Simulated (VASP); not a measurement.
Consider the following.

```
CELL_PARAMETERS angstrom
      0.00000     2.60000     2.60000
      2.60000     0.00000     2.60000
      2.60000     2.60000     0.00000
ATOMIC_POSITIONS crystal
  Mg 0.00000 0.00000 0.00000
  S  0.50000 0.50000 0.50000
```

Calculation: PBE GGA, VASP's PBE PAW potentials (set 64) (plane waves; VASP). Numerical set-up: EDIFF = 1E-2, 400 eV cut-off, 8×8×8 Γ-centred mesh, Gaussian smearing of 0.050 eV, potentials Mg S.

Problem. Estimate the energy per atom (σ→0), pressure, band gap (on the k-mesh) with the smallest direct gap where there is one.

Solution. 
```yaml
band gap (on the k-mesh): 2.79 eV
smallest direct gap (on the k-mesh): 3.73 eV
energy per atom (σ→0): -4.251 eV/atom
pressure: 1.54 GPa
```

Only differences to runs with the same potentials and settings are physical.

The compound is MgS in the rock salt structure. The cell was not relaxed at this level. The run is one of a series of settings (EDIFF = 1E-2 against the base run), some of them coarse on purpose.
